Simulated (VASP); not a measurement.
Calculation: PBE GGA, VASP's PBE PAW potentials (set 64) (plane waves; VASP).

A VASP calculation is set up with these files.

POSCAR:
```
ZrC
1
    0.0000000000     2.3500000000     2.3500000000
    2.3500000000     0.0000000000     2.3500000000
    2.3500000000     2.3500000000     0.0000000000
Zr C
1 1
Direct
  0.0000000000   0.0000000000   0.0000000000
  0.5000000000   0.5000000000   0.5000000000
```

INCAR:
```
SYSTEM = ZrC
PREC = Accurate; ENCUT = 350; LREAL = .FALSE.
LASPH = .TRUE.
EDIFF = 1E-6; NELM = 100; ALGO = Normal
LMAXMIX = 4
ISMEAR = 1; SIGMA = 0.1
GGA = PE
ISIF = 2
LWAVE = .FALSE.; LCHARG = .FALSE.
```

KPOINTS:
```
Automatic
0
gamma
12 12 12
0 0 0
```

POTCAR, in this order: Zr_sv C (PBE.64 set). Program: vasp_std.

Output of the run:

**OSZICAR**
```
       N       E                     dE             d eps       ncg     rms          rms(c)
DAV:   1     0.774759087850E+02    0.77476E+02   -0.71999E+03  1752   0.100E+03
DAV:   2    -0.189705916679E+02   -0.96447E+02   -0.91116E+02  2028   0.280E+02
DAV:   3    -0.227481481771E+02   -0.37776E+01   -0.37384E+01  2516   0.503E+01
DAV:   4    -0.228539468739E+02   -0.10580E+00   -0.10567E+00  2132   0.840E+00
DAV:   5    -0.228579261399E+02   -0.39793E-02   -0.39791E-02  2572   0.117E+00    0.211E+01
DAV:   6    -0.195951799242E+02    0.32627E+01   -0.15806E+01  1936   0.276E+01    0.808E+00
DAV:   7    -0.194749768555E+02    0.12020E+00   -0.69804E-01  1996   0.655E+00    0.586E+00
DAV:   8    -0.194652827422E+02    0.96941E-02   -0.12450E-01  1852   0.323E+00    0.144E+00
DAV:   9    -0.194618364883E+02    0.34463E-02   -0.26961E-02  2168   0.111E+00    0.469E-01
DAV:  10    -0.194620338290E+02   -0.19734E-03   -0.16827E-03  2044   0.522E-01    0.333E-01
DAV:  11    -0.194618826230E+02    0.15121E-03   -0.52787E-04  1964   0.184E-01    0.185E-02
DAV:  12    -0.194618785475E+02    0.40755E-05   -0.10189E-05  2608   0.340E-02    0.984E-03
DAV:  13    -0.194618781604E+02    0.38710E-06   -0.25764E-07  1080   0.582E-03
   1 F= -.19461878E+02 E0= -.19461768E+02  d E =-.331843E-03
```

OUTCAR:
```
------------------------ aborting loop because EDIFF is reached ----------------------------------------
  FORCE on cell =-STRESS in cart. coord.  units (eV):
  Direction    XX          YY          ZZ          XY          YZ          ZX
  --------------------------------------------------------------------------------------
  Total       -0.2516507     -0.2516507     -0.2516507      0.0000000     -0.0000000      0.0000000
  in kB      -15.5337062    -15.5337062    -15.5337062      0.0000000     -0.0000000      0.0000000
  external PRESSURE =     -15.5337062 kB  Pullay stress =       0.0000000 kB
  volume of cell :       25.96
      direct lattice vectors                 reciprocal lattice vectors
     0.000000000  2.350000000  2.350000000    -0.212765957  0.212765957  0.212765957
     2.350000000  0.000000000  2.350000000     0.212765957 -0.212765957  0.212765957
     2.350000000  2.350000000  0.000000000     0.212765957  0.212765957 -0.212765957
 POSITION                                       TOTAL-FORCE (eV/Angst)
 -----------------------------------------------------------------------------------
      0.00000      0.00000      0.00000         0.000000      0.000000      0.000000
      2.35000      2.35000      2.35000        -0.000000     -0.000000     -0.000000
 -----------------------------------------------------------------------------------
    total drift:                                0.000000     -0.000000     -0.000000
  FREE ENERGIE OF THE ION-ELECTRON SYSTEM (eV)
  ---------------------------------------------------
  free  energy   TOTEN  =       -19.4618781604 eV

  energy  without entropy=      -19.4615463175  energy(sigma->0) =      -19.46176755
```
(Selected blocks of OUTCAR.)

At this cut-off the stress carries a Pulay error, which pulls relaxed volumes low.

The compound is ZrC in the rock salt structure. The cell was not relaxed at this level. The run is one of a series of settings (ENCUT = 350 against the base run), some of them coarse on purpose.
